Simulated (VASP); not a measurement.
Data:

```
InSb
1.0
    0.00000     3.22015     3.22015
    3.22015     0.00000     3.22015
    3.22015     3.22015     0.00000
In Sb
1 1
Direct
  0.00000   0.00000   0.00000
  0.25000   0.25000   0.25000
```

Level of theory: PBE GGA with D3 dispersion (zero damping), VASP's PBE PAW potentials (set 64) (plane waves; VASP). Numerical set-up: 520 eV cut-off, 10×10×10 Γ-centred mesh, first-order Methfessel-Paxton smearing of 0.10 eV, potentials In_d Sb.

Problem. Give the stress tensor in GPa (positive for a compressed cell).

Solution. 
```
2.97  0.00  0.00
0.00  2.97  0.00
0.00  0.00  2.97
```
The pressure is its mean diagonal, 2.97 GPa.

The compound is InSb in the zinc blende structure. This cell is one point of a volume scan, at 0.94 of the reference volume.
